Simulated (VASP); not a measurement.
```
Cr
1.0
    2.81549     0.00000     0.00000
    0.00000     2.92647     0.00000
    0.00000     0.00000     2.83079
Cr
2
Cartesian
  0.00000   0.00000   0.00000
  1.43461   1.46324   1.41539
```
Starting moments (μB, in the order of the record's atoms Cr Cr): 1.5 -1.5.

These are PBE GGA, VASP's PBE PAW potentials (set 64) (plane waves; VASP 6.6.1) values and carry that method's errors. Settings: 350 eV cut-off, 12×11×12 Γ-centred mesh, first-order Methfessel-Paxton smearing of 0.10 eV, potentials Cr_pv.

Question: Which forces act on the atoms, in eV/Å?

Answer: 
```json
[
 {"atom": "Cr1", "Fx": "0.159", "Fy": "0.000", "Fz": "0.000"},
 {"atom": "Cr2", "Fx": "-0.159", "Fy": "0.000", "Fz": "0.000"}
]
```

Question: Give the stress tensor in GPa (positive for a compressed cell).

Answer: 
```
 6.58   0.00   0.00
 0.00  -7.83   0.00
 0.00   0.00   4.32
```
The pressure is its mean diagonal, 1.02 GPa.

The compound is Cr in the bcc, AFM order structure. The cell was not relaxed at this level. The run is one of a series of settings (ENCUT = 350 against the base run), some of them coarse on purpose.
